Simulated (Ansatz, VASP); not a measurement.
**InP in two plane-wave programs**

One calculation is typed for both programs; each brings its own data sets. How far apart do they land? The cell is taken from a series of runs on this material, whose earlier steps may have relaxed, scaled, displaced or heated it; both programs get it as it stands.

Method: plane waves, with VASP 6.6.1 beside it; single point at B3LYP with an exact-exchange share of 0.2, in Ansatz 0.2.0.

### Step 1. The structure

The structure is cubic, space group F-43m (No. 216). The conventional cell has a = 5.861 Å, b = 5.861 Å, c = 5.861 Å, α = 90.00°, β = 90.00°, γ = 90.00°. In has 4 P at 2.54 Å nearest. Nearest to P lie 4 In at 2.54 Å. Farther neighbours are not listed.

### Step 2. Ansatz: single point, B3LYP with an exact-exchange share of 0.2

Ansatz runs on its default PAW (the set named soft_2) files.

With cell and atoms fixed, the geometry can't cause a difference; cores, projectors, grids and the points listed under the comparison can.

input.yaml

```yaml
crystal:
  lattice:
    - [0.0, 2.9305, 2.9305]
    - [2.9305, 0.0, 2.9305]
    - [2.9305, 2.9305, 0.0]
  atoms:
    - { symbol: In, position: [0.0, 0.0, 0.0] }
    - { symbol: P, position: [0.25, 0.25, 0.25] }
kpoints:
  mp_grid: { grid: [6, 6, 6] }
  band_path:
    path:
      - [0.0, 0.0, 0.0]
      - [-0.5, -0.5, 0.0]
      - [-0.375, -0.375, 0.25]
      - [-0.375, 0.0, 0.375]
      - [0.0, 0.0, 0.5]
      - [-0.5, -0.25, 0.25]
    npoints: 1
hamiltonian:
  xc: b3lyp
scf:
  occupations: { method: gaussian, width: 0.02 }
  n_extra_bands: 5
output:
  eigenvalues: true
  populations: true
```

Started as:

```
$ ansatz run input.yaml --threads 8 --pin off --max-ram 16384MiB --backend cpu --events-out ev --progress --plain --runs-dir out
```

Numbers of over 12 decimals in the logs are rounded to 6 here.

Log:

```text
scf.n_extra_bands = 5 over 9 filled bands (N_el = 18.0): the run solves 14 bands
Engine: ansatz 0.2.0, x86_64-unknown-linux-gnu
Pseudopotentials: kind: paw
Pseudopotential: In, paw, valence charge 13, recommended cutoff 420 eV (normal), In.paw.azcp
Pseudopotential: P, paw, valence charge 5, recommended cutoff 420 eV (normal), P.paw.azcp
Functional definition: B3LYP
  parameter a0 = 0.2
  parameter ax = 0.72
  parameter ac = 0.81
  exchange = (1 - a0 - ax)*slater_x + ax*b88_x + a0*exact_x
  correlation = (1 - ac)*vwn_rpa_c + ac*lyp_c
Crystal: 2 atoms, lattice volume = 50.333 Å³
Basis set: ecut = 420 eV, 941 PW (Γ), exchange–correlation on 60×60×60 points (8 copies of the dense FFT grid, shifted against one another)
Bands: 14, of which v1, the nominal top of the filled ones, is band 9 counted from 1 (8 counted from 0)
Symmetry: 24 space group operations
Space group: F-43m (ITA 216), of the structure as read, at distance tolerance 3.7e-5 Å
k-points: 16 of 216 (time reversal used)
Non-local potential: In, projectors of the file, l = 0: 2, l = 1: 2, l = 2: 2, l = 3: 2
Non-local potential: P, projectors of the file, l = 0: 2, l = 1: 2, l = 2: 2
PAW form: soft (Blöchl's): semilocal exchange-correlation on the pseudo side does not see the compensation charge
PAW frozen core: In, regenerated for the run's functional, and the local potential with it (the file was generated under x = pbe(κ = 0.804, μ = 0.219515), c = pbe(β = 0.066725))
PAW frozen core: P, regenerated for the run's functional, and the local potential with it (the file was generated under x = pbe(κ = 0.804, μ = 0.219515), c = pbe(β = 0.066725))
PAW one-centre angular grid: In, 590 points (default); XC on 64 Gauss nodes
PAW one-centre angular grid: P, 110 points (default); XC on 64 Gauss nodes
Initial density: superposition of atomic densities (neutral atoms: chi_scale 0, normalization atom), corrected by the library's trained network
Initial wavefunctions: pseudopotential atomic-orbital guess
Functional: x = 0.1 slater + 0.9 b88, c = 0.19 vwn_rpa + 0.81 lyp, warm-up for x = 0.08 slater + 0.72 b88 + 0.2 exact, c = 0.19 vwn_rpa + 0.81 lyp
SCF iter   1: F=—  HF=-6368.688502 eV  |F-HF|=—  |Δ(HF+E_count)|=         —  Δρ=4.29e-3  dr2=8.33e-3  ethr=1.77e-3  ⟨swp⟩=10.4  Hψ=1110  notcnv=0
preconditioner: auto → none  [insulator: Δε(μ)=0.610 eV  Ē_g=15.593 eV  σ=0.020 eV  W_gap=1.00  n_scr=14 (ndim 8)  ℏωp=22.2 eV  f_vac=0.021  D(μ)=0.00/eV (n_scr^D=0)]
SCF iter   2: F=—  HF=-6368.686175 eV  |F-HF|=—  |Δ(HF+E_count)|=   2.33e-3  Δρ=1.78e-3  dr2=1.16e-3  ethr=4.63e-5  ⟨swp⟩=4.8  Hψ=634  notcnv=0  defer=14
SCF iter   3: F=—  HF=-6368.685985 eV  |F-HF|=—  |Δ(HF+E_count)|=   1.89e-4  Δρ=5.75e-4  dr2=1.22e-4  ethr=6.42e-6  ⟨swp⟩=3.2  Hψ=488  notcnv=0  defer=8
iter 4 solved again at ethr=2.04e-8 eV; its pass at ethr=6.77e-7 eV (dr2=3.67e-6 eV) is discarded
SCF iter   4: F=-6368.685970 eV  HF=-6368.685972 eV  |F-HF|=2.05e-6  |Δ(HF+E_count)|=   1.33e-5  Δρ=9.45e-5  dr2=3.69e-6  ethr=2.04e-8  ⟨swp⟩=3.3  Hψ=982  notcnv=0  defer=2
SCF 1 stopped early in 4 iterations: F = -6368.685970 eV  dr2 = 3.69e-6
  greatest PAW one-centre occupation: 0.981 electrons in one spin orbital (limit 2), on the In atom at site 0 (counted from 0), in its partial waves of l = 2
Initial density: handed on by an earlier stage of this run
Initial wavefunctions: those handed on with the density
Functional: x = 0.08 slater + 0.72 b88 + 0.2 exact, c = 0.19 vwn_rpa + 0.81 lyp
Frozen-core exchange: fock
SCF iter   1: F=—  HF=-6372.633673 eV  |F-HF|=—  |Δ(HF+E_count)|=         —  Δρ=4.29e-3  dr2=5.56e-3  ethr=2.05e-7  ⟨swp⟩=9.2  Hψ=1351  notcnv=0
preconditioner: auto → none  [insulator: Δε(μ)=1.630 eV  Ē_g=17.864 eV  σ=0.020 eV  W_gap=1.00  n_scr=14 (ndim 8)  ℏωp=22.2 eV  f_vac=0.020  D(μ)=0.00/eV (n_scr^D=0)]
SCF iter   2: F=—  HF=-6372.632410 eV  |F-HF|=—  |Δ(HF+E_count)|=   1.26e-3  Δρ=9.09e-4  dr2=8.66e-4  ethr=2.05e-7  ⟨swp⟩=4.0  Hψ=726  notcnv=0
SCF iter   3: F=—  HF=-6372.637043 eV  |F-HF|=—  |Δ(HF+E_count)|=   4.63e-3  Δρ=7.90e-4  dr2=2.24e-4  ethr=2.05e-7  ⟨swp⟩=4.9  Hψ=781  notcnv=0
SCF iter   4: F=—  HF=-6372.637014 eV  |F-HF|=—  |Δ(HF+E_count)|=   2.97e-5  Δρ=1.61e-4  dr2=1.96e-5  ethr=2.05e-7  ⟨swp⟩=3.2  Hψ=517  notcnv=0
SCF iter   5: F=—  HF=-6372.637098 eV  |F-HF|=—  |Δ(HF+E_count)|=   8.41e-5  Δρ=1.10e-4  dr2=5.07e-6  ethr=3.95e-8  ⟨swp⟩=4.1  Hψ=497  notcnv=0  defer=1
SCF iter   6: F=-6372.637097 eV  HF=-6372.637097 eV  |F-HF|=3.50e-8  |Δ(HF+E_count)|=   6.05e-7  Δρ=1.15e-5  dr2=6.77e-7  ethr=2.46e-8  ⟨swp⟩=2.9  Hψ=411  notcnv=0
SCF 2 stopped early in 6 iterations: F = -6372.637097 eV  dr2 = 6.77e-7
  greatest PAW one-centre occupation: 0.983 electrons in one spin orbital (limit 2), on the In atom at site 0 (counted from 0), in its partial waves of l = 2
hybrid outer 1: dexx = +5.147e-3 eV, tail = 4.02e-6 eV
Frozen-core exchange: fock
SCF iter   1: F=—  HF=-6372.637060 eV  |F-HF|=—  |Δ(HF+E_count)|=         —  Δρ=1.73e-5  dr2=1.21e-7  ethr=1.12e-7  ⟨swp⟩=5.6  Hψ=626  notcnv=0
preconditioner: auto → none  [insulator: Δε(μ)=1.704 eV  Ē_g=17.845 eV  σ=0.020 eV  W_gap=1.00  n_scr=14 (ndim 8)  ℏωp=22.2 eV  f_vac=0.022  D(μ)=0.00/eV (n_scr^D=0)]
iter 2 solved again at ethr=4.81e-11 eV; its pass at ethr=5.89e-10 eV (dr2=8.65e-9 eV) is discarded
SCF iter   2: F=-6372.637060 eV  HF=-6372.637060 eV  |F-HF|=6.94e-10  |Δ(HF+E_count)|=   6.38e-8  Δρ=5.75e-6  dr2=2.23e-8  ethr=4.81e-11  ⟨swp⟩=2.8  Hψ=997  notcnv=0
SCF 3 converged in 2 iterations: F = -6372.637060 eV  dr2 = 2.23e-8
hybrid outer 2: dexx = +7.428e-8 eV, tail = 4.78e-8 eV, Δε = 1.37e-3 eV (about 1.91e-4 eV left of the loop's levels)
NSCF: frozen V_eff on 6 k-points
hybrid SCF converged: 2 outer / 8 inner (+4 warm-up), last move |dexx| = 7.43e-8 eV, tail = 4.78e-8 eV
Stability not checked: this state was not tested for a lower state beside it, because the functional holds exact exchange (a hybrid, or Hartree-Fock), whose exchange loop this test does not read (fock_operator; see scf.lower_state_search)
Free energy (F): -6372.637060 eV
Frozen-core exchange: fock
Harris-Foulkes:  -6372.637060 eV  (|F-HF|=6.94e-10)
Internal energy: -6372.637060 eV  (E = F + TS)
E sigma→0 (E₀):  -6372.637060 eV
Fermi energy:    7.471198 eV
--- Per-component energies (eV) ---
  E_band       = -77.392314
  E_kinetic    = 315.300301
  E_local      = -1401.130340  (includes V_loc(G=0)·N_el)
  E_nonlocal   = 401.379161
  E_hartree    = 553.858543
  E_xc         = -225.516490
  E_vxc        = -129.433123  (∫ρ·V_xc dr)
  E_exx        = -38.313629  (= α·E_x^exact, valence–valence)
  E_paw        = -4757.733336  (= ΣΔE_a)
  E_vpaw       = -294.597548  (= ΣTr[D̂ρ^β])
  E_aug_tail   = 0.000031  (compensation charges beyond the density's cutoff)
  E_ewald      = -1220.708286
  E_core_change = 0.226984  (= ΣΔE_core)
  E_smearing   = -0.000000  (= −TS)
  E_closure    = -0.000000  (closes the sum)
  Σ components = -6372.637060   (vs F -6372.637060, Δ=0.00e0)
--- Band table (eV; the first three rows and the last of 16) ---
  k-point 0: bands = [... 5 lower, -5.9721, 6.6189, 6.6189, 6.6189, 8.3234, 11.9189, 11.9189, 11.9189, ... 1 higher]
  k-point 1: bands = [... 5 lower, -5.6404, 4.3074, 6.2918, 6.2918, 9.4734, 12.3591, 12.3881, 12.3881, ... 1 higher]
  k-point 2: bands = [... 5 lower, -4.7836, 1.6679, 5.7738, 5.7738, 9.3603, 12.7627, 12.7627, 14.2858, ... 1 higher]
  k-point 15: bands = [... 5 lower, -3.3921, 0.4812, 3.5979, 3.6402, 11.1040, 11.4914, 14.8080, 15.1139, ... 1 higher]
--- Löwdin populations: 2 sites ---
  site symbol       q [e]
     0     In     12.6511
     1      P      5.3041
  spilling = 0.002486 (of n_electrons = 18.000000)
```

In the SCF lines HF is the Harris–Foulkes energy and dr2 the Hartree energy of the density residual, in eV; the loop may stop once dr2 is under the threshold and the program's other checks hold. Hψ counts applications of the Hamiltonian.

### Step 3. VASP: single point, B3LYP with an exact-exchange share of 0.2

The same cell, functional (in two slightly different forms), mesh and smearing now go to VASP, with its own data sets.

Lines of VASP's logs that name or quote its potential files are left out, and so is its time.

The run reads the wave functions of an earlier VASP run, which isn't shown here.

INCAR

```
SYSTEM = InP
PREC = Accurate
ENCUT = 400
EDIFF = 1E-06
NELM = 100
ISMEAR = 0
SIGMA = 0.02
LREAL = .FALSE.
ALGO = Normal
LHFCALC = .TRUE.
AEXX = 0.2
GGA = B3
AGGAX = 0.72
AGGAC = 0.81
ALDAC = 0.19
LASPH = .TRUE.
NBANDS = 15
PRECFOCK = Fast
LORBIT = 11
LWAVE = .FALSE.
LCHARG = .FALSE.
KPAR = 8
ISIF = 2
```

POSCAR

```
InP
1.0
    0.0000000000      2.9305000000      2.9305000000
    2.9305000000      0.0000000000      2.9305000000
    2.9305000000      2.9305000000      0.0000000000
In P
1 1
Direct
    0.0000000000      0.0000000000      0.0000000000
    0.2500000000      0.2500000000      0.2500000000
```

KPOINTS

```
Automatic mesh
0
Gamma
6 6 6
0 0 0
```

The projector-augmented-wave data sets are In_d and P (PBE family, release 64).

Started as:

```
$ mpirun -np 8 vasp_std
```

Log:

```text
[banner, memory and clock lines left out]
running    8 mpi-ranks, on    1 nodes
 distrk:  each k-point on    1 cores,    8 groups
 distr:  one band on    1 cores,    1 groups

 POSCAR found type information on POSCAR InP
 POSCAR found :  2 types and       2 ions
|                                                                             |
|           W    W    AA    RRRRR   N    N  II  N    N   GGGG   !!!           |
|           W    W   A  A   R    R  NN   N  II  NN   N  G    G  !!!           |
|           W    W  A    A  R    R  N N  N  II  N N  N  G       !!!           |
|           W WW W  AAAAAA  RRRRR   N  N N  II  N  N N  G  GGG   !            |
|           WW  WW  A    A  R   R   N   NN  II  N   NN  G    G                |
|           W    W  A    A  R    R  N    N  II  N    N   GGGG   !!!           |
|                                                                             |
|     For optimal performance we recommend to set                             |
|       NCORE = 2 up to number-of-cores-per-socket                            |
|     NCORE specifies how many cores store one orbital (NPAR=cpu/NCORE).      |
|     This setting can greatly improve the performance of VASP for DFT.       |
|     The default, NCORE=1 might be grossly inefficient on modern             |
|     multi-core architectures or massively parallel machines. Do your        |
|     Unfortunately you need to use the default for GW and RPA                |
|     calculations (for HF NCORE is supported but not extensively tested      |
|     yet).                                                                   |
|                                                                             |

|                                                                             |
|               ----> ADVICE to this user running VASP <----                  |
|                                                                             |
|     You enforced a specific xc type in the INCAR file but a different       |
|     [... a line on the potential file left out ...]
|     I HOPE YOU KNOW WHAT YOU ARE DOING!                                     |
|                                                                             |

 LDA part: xc-table for (Slater(with rela. corr.)+VWN3), standard interpolation
 found WAVECAR, reading the header
 POSCAR, INCAR and KPOINTS ok, starting setup
 FFT: planning ... GRIDC
 FFT: planning ... GRID_SOFT
 FFT: planning ... GRID
 reading WAVECAR
 the WAVECAR file was read successfully
 initial charge from wavefunction
 entering main loop
       N       E                     dE             d eps       ncg     rms          rms(c)
DAV:   1    -0.923772272028E+01   -0.92377E+01   -0.19702E-01   689   0.413E+00    0.328E+00
DAV:   2    -0.923955222910E+01   -0.18295E-02   -0.22077E-02   629   0.110E+00    0.251E+00
DAV:   3    -0.923802210909E+01    0.15301E-02   -0.35961E-03   605   0.369E-01    0.175E+00
DAV:   4    -0.923797432318E+01    0.47786E-04   -0.86427E-04   643   0.181E-01    0.110E+00
DAV:   5    -0.923797027307E+01    0.40501E-05   -0.82003E-05   687   0.875E-02    0.662E-01
DAV:   6    -0.923796041673E+01    0.98563E-05   -0.14051E-05   730   0.410E-02    0.399E-01
DAV:   7    -0.923795810469E+01    0.23120E-05   -0.52091E-06   613   0.172E-02    0.242E-01
DAV:   8    -0.923795778874E+01    0.31595E-06   -0.15020E-06   478   0.912E-03
   1 F= -.92379578E+01 E0= -.92379578E+01  d E =-.209865E-28
```

OUTCAR, selected parts (step 3):

```text
ion  position               nearest neighbor table
   1  0.000  0.000  0.000-   2 2.54   2 2.54   2 2.54   2 2.54
   2  0.250  0.250  0.250-   1 2.54   1 2.54   1 2.54   1 2.54

  LATTYP: Found a face centered cubic cell.
 ALAT       =     5.8610000000

 Subroutine GETGRP returns: Found 24 space group operations
 (whereof 24 operations were pure point group operations)

The static configuration has the point symmetry T_d .

 Found     16 irreducible k-points:

   k-points           NKPTS =     16   k-points in BZ     NKDIM =    216   number of bands    NBANDS=     15

   dimension x,y,z NGX =    28 NGY =   28 NGZ =   28
   dimension x,y,z NGXF=    56 NGYF=   56 NGZF=   56

   ENCUT  =  400.0 eV  29.40 Ry    5.42 a.u.   6.76  6.76  6.76*2*pi/ulx,y,z

   NELECT =      18.0000    total number of electrons

 k-points in reciprocal lattice and weights: Automatic mesh
   0.00000000  0.00000000  0.00000000       0.005
   0.16666667  0.00000000  0.00000000       0.037
   0.33333333  0.00000000  0.00000000       0.037
   0.50000000  0.00000000  0.00000000       0.019
   0.16666667  0.16666667  0.00000000       0.028
   0.33333333  0.16666667  0.00000000       0.111
   0.50000000  0.16666667  0.00000000       0.111
  -0.33333333  0.16666667  0.00000000       0.111
  -0.16666667  0.16666667  0.00000000       0.056
[...]
-0.33333333  0.33333333  0.16666667       0.111
  -0.33333333  0.50000000  0.16666667       0.056

  exchange ACFDT corr.  =         0.00000000  see jH, gK, PRB 81, 115126

 average (electrostatic) potential at core
       1 -90.3963       2 -79.5057

 E-fermi :   4.9605

 k-point     1 :       0.0000    0.0000    0.0000
  band No.  band energies     occupation
    ...
      5     -10.6910      2.00000
      6      -7.7665      2.00000
      7       4.8091      2.00000
      8       4.8091      2.00000
      9       4.8091      2.00000
     10       6.5677      0.00000
     11      10.1403      0.00000
     12      10.1403      0.00000
     13      10.1403      0.00000
     14      14.9212      0.00000
    ...

 k-point     2 :       0.1667    0.0000    0.0000
  band No.  band energies     occupation
    ...
      5     -10.6907      2.00000
      6      -7.4341      2.00000
      7       2.5127      2.00000
      8       4.4836      2.00000
      9       4.4836      2.00000
     10       7.7062      0.00000
     11      10.5763      0.00000
     12      10.6095      0.00000
     13      10.6095      0.00000
     14      14.9272      0.00000
    ...

 k-point     3 :       0.3333    0.0000    0.0000
  band No.  band energies     occupation
    ...
      5     -10.6850      2.00000
      6      -6.5758      2.00000
      7      -0.1252      2.00000
      8       3.9677      2.00000
      9       3.9677      2.00000
     10       7.5923      0.00000
     11      10.9823      0.00000
     12      10.9823      0.00000
     13      12.4970      0.00000
     14      15.2020      0.00000
    ...

  Total        1.3686648      1.3686648      1.3686648     -0.0000000      0.0000000     -0.0000000
  in kB       43.5664832     43.5664832     43.5664832     -0.0000000      0.0000000     -0.0000000
  external PRESSURE =      43.5664832 kB  Pullay stress =       0.0000000 kB

  energy-cutoff  :      400.00
  volume of cell :       50.33
      direct lattice vectors                 reciprocal lattice vectors
     0.000000000  2.930500000  2.930500000    -0.170619348  0.170619348  0.170619348
     2.930500000  0.000000000  2.930500000     0.170619348 -0.170619348  0.170619348
     2.930500000  2.930500000  0.000000000     0.170619348  0.170619348 -0.170619348

 POSITION                                       TOTAL-FORCE (eV/Angst)
 -----------------------------------------------------------------------------------
      0.00000      0.00000      0.00000         0.000000      0.000000      0.000000
      1.46525      1.46525      1.46525        -0.000000     -0.000000     -0.000000
 -----------------------------------------------------------------------------------
    total drift:                               -0.000043     -0.000042     -0.000028

  FREE ENERGIE OF THE ION-ELECTRON SYSTEM (eV)
  ---------------------------------------------------
  free  energy   TOTEN  =        -9.2379577887 eV

  energy  without entropy=       -9.2379577887  energy(sigma->0) =       -9.23795779

 total charge
# of ion       s       p       d       tot
------------------------------------------
    1        0.854   0.794   9.919  11.567
    2        1.026   1.531   0.000   2.557
--------------------------------------------------
tot          1.880   2.324   9.919  14.123

[... 3 further parts left out ...]
```

The run ends at a pressure of 4.36 GPa.

### Step 4. Side by side

Known differences besides the potentials themselves: exact exchange at q = 0 is treated differently, which shows on coarse meshes; VASP keeps PBE cores, Ansatz makes them for the functional; the cutoff is 420 eV in Ansatz and 400 eV in VASP; VASP's log shows a relativistic correction to its local exchange, Ansatz's none; VASP takes a coarser grid for exact exchange (PRECFOCK = Fast). Total energies have different zeros and are not compared.

Both answers:

| quantity | Ansatz | VASP | difference |
| --- | --- | --- | --- |
| gap on the k mesh (eV) | 1.705 | 1.759 | -0.054 |

A gap on the mesh is an upper bound, since the band edges may lie between its points.

### Step 5. What came out

- difference in gap on the k mesh (single point, B3LYP with an exact-exchange share of 0.2): -0.054 eV

The difference in gap on the k mesh is -0.054 eV (single point, B3LYP with an exact-exchange share of 0.2), within the 0.08 eV picked in this series as the mark of a large difference. How closely two codes agree says nothing of how well the functional describes the real material.

[Lines on the potential files, build, host, timing and source positions are cut from VASP's logs without a mark.]

[Logs are printed without paths, hosts, clocks, repeated set-up lines and the standing remarks that a program may print on its own settings, such as how far it seeks lower states.]

[Hosts, paths, dates, database ids (printed as entryN), source tags and the programs' standing remarks are cut or masked in the printed files.]
